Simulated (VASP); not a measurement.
Given:

```
CsI
1.0
    4.57000     0.00000     0.00000
    0.00000     4.57000     0.00000
    0.00000     0.00000     4.57000
Cs I
1 1
Direct
  0.00000   0.00000   0.00000
  0.50000   0.50000   0.50000
```

These are PBE GGA, VASP's PBE PAW potentials (set 64) (plane waves; VASP 6.6.1) values and carry that method's errors. Numerical set-up: 400 eV cut-off, 5×5×5 Γ-centred mesh, Gaussian smearing of 0.050 eV, potentials Cs_sv I.

Task: What does the run give for the energy per atom (σ→0)?

Result: 
```json
{
 "energy per atom (σ→0)": "-2.714 eV/atom"
}
```

Only differences to runs with the same potentials and settings are physical.

The compound is CsI in the CsCl type structure. The cell was not relaxed at this level.
